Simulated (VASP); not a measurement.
These are PBEsol GGA, VASP's PBE PAW potentials (set 64) (plane waves; VASP 6.6.1) values and carry that method's errors.

VASP ran on this input.

**KPOINTS**
```
k-points along high-symmetry lines
12
Line-mode
Reciprocal
  0.000000   0.000000   0.000000 ! GAMMA
  0.000000   0.000000  -0.500000 ! T

  0.000000   0.000000  -0.500000 ! T
 -0.328125   0.328125  -0.500000 ! H_2

 -0.343750   0.328125  -0.187500 ! H_0
  0.000000   0.500000   0.500000 ! L

  0.000000   0.500000   0.500000 ! L
  0.000000   0.000000   0.000000 ! GAMMA

  0.000000   0.000000   0.000000 ! GAMMA
 -0.335938   0.335938   0.000000 ! S_0

 -0.335938   0.328125  -0.343750 ! S_2
 -0.500000   0.000000  -1.000000 ! F

 -0.500000   0.000000  -1.000000 ! F
  0.000000   0.000000   0.000000 ! GAMMA
```

**POSCAR**
```
Ga4As2P2
3.922030
  0.0000000000   0.7071067055   0.7071067055
  0.7071067055   0.0000000000   0.7071067055
  2.8267724855   2.8267724855   0.0016543364
Ga P As
4 2 2
Cart
  0.7210610575   0.7210610575   1.4002590590
  1.4140344934   1.4140344934   1.4143923281
  1.3994795280   1.3994795280   0.0147338832
  2.1198767983   2.1198767983   0.0014433180
  0.3595972859   0.3595972859   0.3475094196
  1.0531476197   1.0531476197   0.3610657914
  1.7606555802   1.7606555802   0.3606645364
  2.4804783313   2.4804783313   0.3479484905
```

### INCAR
```
SYSTEM = Ga4As2P2
GGA = PS   ! PBEsol
LORBIT = 11   ! lm-projected
LASPH = .TRUE.   ! aspherical one-centre terms
ALGO = Normal
LMAXMIX = 4   ! l cut-off of mixed one-centre charges
ENCUT = 400
LCHARG = .FALSE.
LWAVE = .FALSE.
LREAL = .FALSE.
NELM = 100   ! most electronic steps
SIGMA = 0.05
ISMEAR = 0
ICHARG = 11   ! fixed density
PREC = Accurate
EDIFF = 1E-7
```

POTCAR, in this order: Ga_d P As (PBE.64 set). Program: vasp_std. Read from the step before: CHGCAR.

The resulting files:

OSZICAR:
```
       N       E                     dE             d eps       ncg     rms          rms(c)
DAV:   1     0.572899042682E+03    0.57290E+03   -0.29237E+04  7549   0.212E+03
DAV:   2     0.603841728016E+02   -0.51251E+03   -0.50032E+03  7736   0.534E+02
DAV:   3    -0.259299274421E+02   -0.86314E+02   -0.83063E+02  8621   0.160E+02
DAV:   4    -0.312882142960E+02   -0.53583E+01   -0.53072E+01  8904   0.399E+01
DAV:   5    -0.314502049227E+02   -0.16199E+00   -0.16164E+00  9406   0.676E+00
DAV:   6    -0.314567533437E+02   -0.65484E-02   -0.65455E-02 10624   0.129E+00
DAV:   7    -0.314568331575E+02   -0.79814E-04   -0.79777E-04  9417   0.145E-01
DAV:   8    -0.314568355309E+02   -0.23734E-05   -0.23730E-05 10478   0.256E-02
DAV:   9    -0.314568355754E+02   -0.44442E-07   -0.44273E-07  6940   0.276E-03
   1 F= -.31456836E+02 E0= -.31456836E+02  d E =-.830316E-11
```

OUTCAR:
```
 val. band max:        4.3361793175   @ k =   0.0000   0.0000   0.0000

 cond. band min:       5.3051929749   @ k =   0.0000   0.0000   0.0000



 k-point     1 :       0.0000    0.0000    0.0000
  band No.  band energies     occupation
      1     -10.6015      2.00000
      2     -10.5552      2.00000
      3     -10.5314      2.00000
      4     -10.5314      2.00000
      5     -10.5045      2.00000
      6     -10.5045      2.00000
      7     -10.4546      2.00000
      8     -10.4541      2.00000
      9     -10.4541      2.00000
     10     -10.4259      2.00000
     11     -10.4259      2.00000
     12     -10.4097      2.00000
     13     -10.3881      2.00000
     14     -10.3881      2.00000
     15     -10.3668      2.00000
     16     -10.3668      2.00000
     17     -10.3109      2.00000
     18     -10.3109      2.00000
     19     -10.2878      2.00000
     20     -10.2878      2.00000
     21      -8.4703      2.00000
     22      -7.7371      2.00000
     23      -7.6978      2.00000
     24      -6.4766      2.00000
     25      -2.5037      2.00000
     26       0.1585      2.00000
     27       0.1682      2.00000
     28       2.8978      2.00000
     29       2.8978      2.00000
     30       3.4034      2.00000
     31       3.4035      2.00000
     32       3.6909      2.00000
     33       3.6910      2.00000
     34       4.1952      2.00000
     35       4.3361      2.00000
     36       4.3362      2.00000
     37       5.3052      0.00000
     38       5.3617      0.00000
     39       5.9385      0.00000
     40       6.0501      0.00000
     41       7.9035      0.00000
     42       7.9051      0.00000
     43       8.0135      0.00000

 k-point     2 :       0.0000    0.0000   -0.0455
  band No.  band energies     occupation
      1     -10.6015      2.00000
      2     -10.5552      2.00000
      3     -10.5314      2.00000
      4     -10.5314      2.00000
      5     -10.5045      2.00000
      6     -10.5045      2.00000
...
```

The density is held fixed in this step, so its total energy and stress have no physical meaning.

The structure was generated: Ga4As2P2 was put into an ordered model structure (R3m), which need not be its known phase. It was relaxed first.
